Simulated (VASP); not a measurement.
Output of a VASP run:

OUTCAR:
```
 ion  position               nearest neighbor table
   1  0.333  0.667  0.250-   4 2.44   5 2.44   4 2.44   5 2.44   4 2.44   5 2.44
   2  0.667  0.333  0.750-   3 2.44   6 2.44   3 2.44   6 2.44   3 2.44   6 2.44
   3  0.333  0.667  0.878-   2 2.44   2 2.44   2 2.44
   4  0.667  0.333  0.378-   1 2.44   1 2.44   1 2.44
   5  0.667  0.333  0.122-   1 2.44   1 2.44   1 2.44
   6  0.333  0.667  0.622-   2 2.44   2 2.44   2 2.44
  LATTYP: Found a hexagonal cell.
 ALAT       =     3.1897192155
 C/A-ratio  =     3.8928128300
 Subroutine PRICEL returns:
 Original cell was already a primitive cell.
 Subroutine GETGRP returns: Found 24 space group operations
The static configuration has the point symmetry D_3d.
 The point group associated with its full space group is D_6h.
The dynamic configuration has the point symmetry D_3d.
 Subroutine INISYM returns: Found 24 space group operations
 Subroutine IBZKPT returns following result:
 Found     20 irreducible k-points:

 Following reciprocal coordinates:
            Coordinates               Weight
  0.000000  0.000000  0.000000      1.000000
  0.125000  0.000000  0.000000      6.000000
  0.250000  0.000000  0.000000      6.000000
  0.375000  0.000000  0.000000      6.000000
  0.500000  0.000000  0.000000      3.000000
  0.125000  0.125000  0.000000      6.000000
  0.250000  0.125000  0.000000     12.000000
  0.375000  0.125000  0.000000     12.000000
  0.250000  0.250000  0.000000      6.000000
  0.375000  0.250000  0.000000      6.000000
  0.000000  0.000000  0.500000      1.000000
  0.125000  0.000000  0.500000      6.000000
  0.250000  0.000000  0.500000      6.000000
  0.375000  0.000000  0.500000      6.000000
  0.500000  0.000000  0.500000      3.000000
  0.125000  0.125000  0.500000      6.000000
  0.250000  0.125000  0.500000     12.000000
  0.375000  0.125000  0.500000     12.000000
  0.250000  0.250000  0.500000      6.000000
  0.375000  0.250000  0.500000      6.000000
   k-points           NKPTS =     20   k-points in BZ     NKDIM =     20   number of bands    NBANDS=     31
   number of dos      NEDOS =    301   number of ions     NIONS =      6
   total plane-waves  NPLWV =  55296
   dimension x,y,z NGX =    24 NGY =   24 NGZ =   96
   dimension x,y,z NGXF=    48 NGYF=   48 NGZF=  192
   ions per type =               2   4
   PREC   = accura    normal or accurate (medium, high low for compatibility)
   ISTART =      0    job   : 0-new  1-cont  2-samecut
   ICHARG =      2    charge: 1-file 2-atom 10-const
   ISPIN  =      1    spin polarized calculation?
   LNONCOLLINEAR =      F non collinear calculations
   LSORBIT =      F    spin-orbit coupling
   INIWAV =      1    electr: 0-lowe 1-rand  2-diag
   ENCUT  =  520.0 eV  38.22 Ry    6.18 a.u.   5.93  5.93 23.09*2*pi/ulx,y,z
   NELM   =    100;   NELMIN=  2; NELMDL= -5     # of ELM steps
   EDIFF  = 0.1E-06   stopping-criterion for ELM
   LREAL  =      F    real-space projection
   NLSPLINE    = F    spline interpolate recip. space projectors
   LMAXMIX     =    6 max onsite mixed and CHGCAR
   VOSKOWN=      0    Vosko Wilk Nusair interpolation
   EDIFFG = -.1E-01   stopping-criterion for IOM
   NSW    =     30    number of steps for IOM
   NBLOCK =      1;   KBLOCK =     30    inner block; outer block
   IBRION =      2    ionic relax: 0-MD 1-quasi-New 2-CG
   NFREE  =      1    steps in history (QN), initial steepest desc. (CG)
   ISIF   =      4    stress and relaxation
   ISYM   =      2    0-nonsym 1-usesym 2-fastsym
   TEIN   =    0.0    initial temperature
   TEBEG  =    0.0;   TEEND  =   0.0 temperature during run
   SMASS  =  -3.00    Nose mass-parameter (am)
   PSTRESS=    0.0 pullay stress
   NELECT =      52.0000    total number of electrons
   EFERMI =   0.00;   METHOD = LEGACY
   ISMEAR =     0;   SIGMA  =   0.05  broadening in eV -4-tet -1-fermi 0-gaus
   IALGO  =     38    algorithm
   LDIAG  =      T    sub-space diagonalisation (order eigenvalues)
   IMIX   =      4    mixing-type and parameters
     AMIX     =   0.40;   BMIX     =  1.00
...
```

File OSZICAR:
```
...
DAV:   1    -0.526928725151E+02   -0.21750E+00   -0.10987E+01  1240   0.210E+01    0.404E+00
DAV:   2    -0.525342248297E+02    0.15865E+00   -0.10565E+00  1429   0.606E+00    0.193E+00
DAV:   3    -0.525070754571E+02    0.27149E-01   -0.56854E-02  1439   0.151E+00    0.918E-01
DAV:   4    -0.524922533649E+02    0.14822E-01   -0.66041E-02  1481   0.127E+00    0.495E-01
DAV:   5    -0.524917385745E+02    0.51479E-03   -0.32237E-03  1491   0.353E-01    0.302E-01
DAV:   6    -0.524913772808E+02    0.36129E-03   -0.10363E-03  1569   0.164E-01    0.173E-01
DAV:   7    -0.524913194796E+02    0.57801E-04   -0.20476E-04  1631   0.740E-02    0.100E-01
DAV:   8    -0.524913189025E+02    0.57709E-06   -0.16490E-05  1624   0.210E-02    0.534E-02
DAV:   9    -0.524913191216E+02   -0.21915E-06   -0.32178E-06  1323   0.893E-03    0.207E-02
DAV:  10    -0.524913189434E+02    0.17826E-06   -0.62139E-07  1407   0.485E-03    0.923E-03
DAV:  11    -0.524913189352E+02    0.81673E-08   -0.11240E-07   921   0.176E-03
   5 F= -.52491319E+02 E0= -.52491319E+02  d E =-.599796E-01
       N       E                     dE             d eps       ncg     rms          rms(c)
DAV:   1    -0.524921390326E+02   -0.82009E-03   -0.40489E-02  1248   0.127E+00    0.223E-01
DAV:   2    -0.524915463698E+02    0.59266E-03   -0.37894E-03  1428   0.359E-01    0.113E-01
DAV:   3    -0.524914464330E+02    0.99937E-04   -0.19917E-04  1439   0.892E-02    0.509E-02
DAV:   4    -0.524913943639E+02    0.52069E-04   -0.20202E-04  1444   0.715E-02    0.262E-02
DAV:   5    -0.524913923659E+02    0.19980E-05   -0.13847E-05  1462   0.231E-02    0.129E-02
DAV:   6    -0.524913914760E+02    0.88986E-06   -0.29841E-06  1662   0.903E-03    0.531E-03
DAV:   7    -0.524913913749E+02    0.10108E-06   -0.40756E-07  1240   0.353E-03    0.304E-03
DAV:   8    -0.524913913653E+02    0.96907E-08   -0.65462E-08   809   0.181E-03
   6 F= -.52491391E+02 E0= -.52491391E+02  d E =-.600520E-01
       N       E                     dE             d eps       ncg     rms          rms(c)
DAV:   1    -0.524914694552E+02   -0.78080E-04   -0.56501E-02  1310   0.118E+00    0.246E-01
DAV:   2    -0.524915415898E+02   -0.72135E-04   -0.36224E-03  1498   0.280E-01    0.107E-01
DAV:   3    -0.524914824168E+02    0.59173E-04   -0.37439E-04  1494   0.112E-01    0.804E-02
DAV:   4    -0.524914651990E+02    0.17218E-04   -0.61774E-05  1517   0.431E-02    0.426E-02
DAV:   5    -0.524914633054E+02    0.18937E-05   -0.22185E-05  1549   0.227E-02    0.569E-03
DAV:   6    -0.524914625722E+02    0.73321E-06   -0.27887E-06  1461   0.896E-03    0.312E-03
DAV:   7    -0.524914625499E+02    0.22211E-07   -0.20873E-07   991   0.249E-03
   7 F= -.52491463E+02 E0= -.52491463E+02  d E =-.711847E-04
       N       E                     dE             d eps       ncg     rms          rms(c)
DAV:   1    -0.524916077981E+02   -0.14523E-03   -0.11462E-02  1324   0.529E-01    0.113E-01
DAV:   2    -0.524916220558E+02   -0.14258E-04   -0.72471E-04  1506   0.126E-01    0.480E-02
DAV:   3    -0.524916100933E+02    0.11963E-04   -0.72008E-05  1423   0.491E-02    0.359E-02
DAV:   4    -0.524916067439E+02    0.33493E-05   -0.12089E-05  1523   0.192E-02    0.190E-02
DAV:   5    -0.524916063423E+02    0.40166E-06   -0.43594E-06  1565   0.101E-02    0.252E-03
DAV:   6    -0.524916062007E+02    0.14158E-06   -0.53763E-07  1287   0.393E-03    0.140E-03
DAV:   7    -0.524916061938E+02    0.69231E-08   -0.43816E-08   788   0.126E-03
   8 F= -.52491606E+02 E0= -.52491606E+02  d E =-.214829E-03
```

**OUTCAR**
```
------------------------ aborting loop because EDIFF is reached ----------------------------------------
  FORCE on cell =-STRESS in cart. coord.  units (eV):
  Direction    XX          YY          ZZ          XY          YZ          ZX
  --------------------------------------------------------------------------------------
  Total       -1.0278361     -1.0278360     -1.0339851      0.0000000      0.0000000      0.0000000
  in kB      -15.0516083    -15.0516082    -15.1416545      0.0000000      0.0000000      0.0000000
  external PRESSURE =     -15.0816237 kB  Pullay stress =       0.0000000 kB
  volume of cell :      109.41
      direct lattice vectors                 reciprocal lattice vectors
     1.571023588 -2.721092659 -0.000000000     0.318263840 -0.183749715  0.000000000
     1.571023588  2.721092659  0.000000000     0.318263840  0.183749715 -0.000000000
     0.000000000  0.000000000 12.796626325     0.000000000 -0.000000000  0.078145597
 POSITION                                       TOTAL-FORCE (eV/Angst)
 -----------------------------------------------------------------------------------
      1.57102      0.90703      3.19916         0.000000     -0.000000      0.000000
      1.57102     -0.90703      9.59747        -0.000000      0.000000      0.000000
      1.57102      0.90703     11.15841        -0.000000      0.000000      0.000367
      1.57102     -0.90703      4.76010        -0.000000     -0.000000      0.000367
      1.57102     -0.90703      1.63822        -0.000000     -0.000000     -0.000367
      1.57102      0.90703      8.03653         0.000000      0.000000     -0.000367
 -----------------------------------------------------------------------------------
    total drift:                                0.000000      0.001164     -0.000033
  FREE ENERGIE OF THE ION-ELECTRON SYSTEM (eV)
  ---------------------------------------------------
  free  energy   TOTEN  =       -52.4916061938 eV

  energy  without entropy=      -52.4916061938  energy(sigma->0) =      -52.49160619

 reached required accuracy - stopping structural energy minimisation
```
(Selected blocks of OUTCAR.)

File POSCAR:
```
WS2
1
    1.5948596173    -2.7623778661     0.0000000000
    1.5948596173     2.7623778661     0.0000000000
    0.0000000000     0.0000000000    12.4169798865
W S
2 4
Direct
  0.3333330000   0.6666670000   0.2500000000
  0.6666670000   0.3333330000   0.7500000000
  0.3333330000   0.6666670000   0.8783979818
  0.6666670000   0.3333330000   0.3783979818
  0.6666670000   0.3333330000   0.1216020182
  0.3333330000   0.6666670000   0.6216020182
```

Q: Reconstruct the remaining input files.

A: This is not unique; one that fits is the input of the run itself, LDA (Ceperley-Alder, Perdew-Zunger), plane waves, VASP's LDA PAW potentials (set 64).

File KPOINTS:
```
Automatic mesh
0
Gamma
8 8 2
0 0 0
```

### INCAR
```
LCHARG = .FALSE.
EDIFF = 1E-7   ! SCF stop (eV)
ISMEAR = 0
IBRION = 2
ISIF = 4   ! ions and shape, fixed volume
NELM = 100
ALGO = Normal
ENCUT = 520
LASPH = .TRUE.   ! aspherical one-centre terms
SYSTEM = WS2
LWAVE = .FALSE.
LMAXMIX = 6
SIGMA = 0.05   ! width (eV)
NSW = 30
LREAL = .FALSE.   ! projection in real space or not
PREC = Accurate
EDIFFG = -0.01
```

POTCAR, in this order: W_sv S (LDA.64 set). Program: vasp_std.

The compound is WS2 in the 2H layered structure. This cell is one point of a volume scan, at 1.06 of the reference volume. Symmetry was kept, so distortions that lower it aren't found.
